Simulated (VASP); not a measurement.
Crystal: MgS.

```
CELL_PARAMETERS angstrom
0.00000 2.60440 2.60440
2.60440 0.00000 2.60440
2.60440 2.60440 0.00000
ATOMIC_POSITIONS crystal
Mg 0.00000 0.00000 0.00000
S 0.50000 0.50000 0.50000
```

The cell is a database's computed one.

| Item | Value |
| --- | --- |
| Program | VASP 6.6.1 |
| Task | relaxation of cell and atoms |
| Functional | PBE |
| Dispersion | D3(BJ) |
| Potentials or basis | VASP PAW PBE potentials, release 64 (Mg, S) |
| Cutoff | 600 eV |
| k mesh | 8 × 8 × 8 |
| Occupations | gaussian, width 0.02 eV |
| Spin | no spin polarisation |

At the start: pressure -2.6 GPa; volume 17.67 Å³/atom.

Where does the relaxation end?

Over 3 steps the energy falls by 5.1 meV/atom and the volume is 17.06 Å³/atom (-3.4 %); space group Fm-3m (No. 225, to 0.05 Å).

Step by step:
```
step  energy change (eV)  largest force (eV/Å)  pressure (GPa)  volume (Å³)
   1              0.0000                0.0000           -2.63        35.33
   2             -0.0096                0.0000            0.65        33.87
   3             -0.0102                0.0000            0.01        34.13
```

Final structure:
```
CELL_PARAMETERS angstrom
0.00000 2.57455 2.57455
2.57455 0.00000 2.57455
2.57455 2.57455 0.00000
ATOMIC_POSITIONS crystal
Mg 0.00000 0.00000 0.00000
S 0.50000 0.50000 0.50000
```
